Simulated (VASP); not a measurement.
Given:

```
CELL_PARAMETERS angstrom
      3.87885     0.00000     0.00000
     -1.93942     3.35918     0.00000
      0.00000     0.00000     6.82877
ATOMIC_POSITIONS crystal
  Sn 0.00000 0.00000 0.00000
  Se 0.66667 0.33333 0.76673
  Se 0.33333 0.66667 0.23327
```

All values below come from PBE GGA, VASP's PBE PAW potentials (set 64) (plane waves; VASP). Settings: 400 eV cut-off, 6×6×3 Γ-centred mesh, Gaussian smearing of 0.050 eV, potentials Sn_d Se.

Without a dispersion term in the relaxation, distances and binding between the weakly bound layers, chains or molecules are unreliable, and so is what depends on them.

Question: Estimate the energy per atom (σ→0).

Answer: 
```
Item                                Value
---------------------  ------------------
energy per atom (σ→0)  -381.5 kJ/mol-atom
```

The structure comes from a computed database's SnSe2 entry (P-3m1); how it stands against other phases isn't given here. It was relaxed first, which changed the volume by +7 %. The start is the result of an earlier pass.
